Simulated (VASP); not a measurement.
# RhTe (relaxed from the wurtzite structure, space group P6_3mc): computed properties

Level of theory: PBE GGA, VASP's PBE PAW potentials (set 64) (plane waves; VASP).

- space group: P6_3mc (186)
- cell: a = b = 3.9976 Å, c = 7.3587 Å, α = β = 90.00°, γ = 120.00°
- volume per atom: 25.46 Å^3/atom
- band gap (over mesh and band path): none (metal, semimetal or under 0.01 eV)
- density: 7.52 g/cm³

```
CELL_PARAMETERS angstrom
      3.99764     0.00000     0.00000
     -1.99882     3.46205     0.00000
      0.00000     0.00000     7.35867
ATOMIC_POSITIONS crystal
  Rh 0.33333 0.66667 0.01080
  Rh 0.66667 0.33333 0.51080
  Te 0.33333 0.66667 0.36420
  Te 0.66667 0.33333 0.86420
```

Unless said otherwise, spin-orbit coupling is left out, though it shifts the bands of the heavy elements here.

The structure was generated: RhTe was put into the wurtzite type (P6_3mc), which need not be its known phase. It was relaxed first, which changed the volume by -25 %. Symmetry was kept, so distortions that lower it aren't found.
